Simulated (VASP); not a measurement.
**KTaO3: shear stress against shear**

KTaO3 (cubic perovskite, Pm-3m, 12.425 Å³/atom and stress up to 0.28 GPa in the relaxed cell, cube axes along x, y and z) under an engineering shear γ in the xy plane. LDA in VASP (plane waves, PAW), 600 eV, 8×8×8 Γ-centred mesh, Gaussian smearing 0.05 eV; ions are relaxed, or left where forces stay under 0.02 eV/Å, within the symmetry of each cell. Stress is positive for a compressed cell.

Here s stands for strain and y for shear stress.

```
strain (%)  shear stress (GPa)
----------  ------------------
0.00                      0.00
0.50                     -0.50
1.00                     -1.01
1.50                     -1.51
3.00                         ?
```

The 4 complete rows are fitted with a straight line, y against s. Means: s 0.75000, y -0.755. About the means, the sum of products is -1.2600 and the sum of squares of s is 1.2500; the slope is their ratio. Least squares gives y = 0.001 - 1.0080·s. Residuals (row less fit): -0.001, 0.003, -0.003, 0.001; standard error 0.003 (degrees of freedom: 2). The slope gives the elastic constant C44 = 100.8 ± 0.3 GPa (± standard error of the fit, which holds the terms cut off).

Estimate the missing y (s = 3.00); what did the run itself give?

y = 0.001 - 1.0080 × 3.0 = -3.023 GPa. The calculation gives -3.02 GPa, which the fit meets to the printed digits. The row lies outside the fitted rows, so this is an extrapolation. The scatter of the fitted rows lies at the last printed digit.

The primitive cell can neither tilt nor turn polar against its symmetry, as such crystals can under strain. Rows are the converged runs of the series near zero and its far end, less any whose ions stayed unrelaxed beside relaxed ones; series whose fitted rows scatter by over a few per cent of the range, as at a crossing or softening among them, aren't shown in this form. Most that stay on the fit to the last digits aren't either.
